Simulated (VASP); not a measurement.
## TaAs (relaxed from the CsCl type structure, space group Pm-3m): computed properties

Level of theory: PBEsol GGA, VASP's PBE PAW potentials (set 64) (plane waves; VASP 6.6.1).

```
Property                                                                                                   Value
----------------------------------  ----------------------------------------------------------------------------
space group                                                                                          Pm-3m (221)
cell                                a = 3.1829 Å, b = 3.1829 Å, c = 3.1829 Å, α = 90.00°, β = 90.00°, γ = 90.00°
volume per atom                                                                                   16.12 Å^3/atom
band gap (over mesh and band path)                                      none (metal, semimetal or under 0.01 eV)
density                                                                                              13.18 g/cm³
```

```
TaAs
1.0
    3.18288     0.00000     0.00000
    0.00000     3.18288     0.00000
    0.00000     0.00000     3.18288
Ta As
1 1
Direct
  0.00000   0.00000   0.00000
  0.50000   0.50000   0.50000
```

Unless said otherwise, spin-orbit coupling is left out, though it shifts the bands of the heavy elements here.

The structure was generated: TaAs was put into the CsCl type type (Pm-3m), which need not be its known phase. It was relaxed first, which changed the volume by -39 %. Symmetry was kept, so distortions that lower it aren't found.
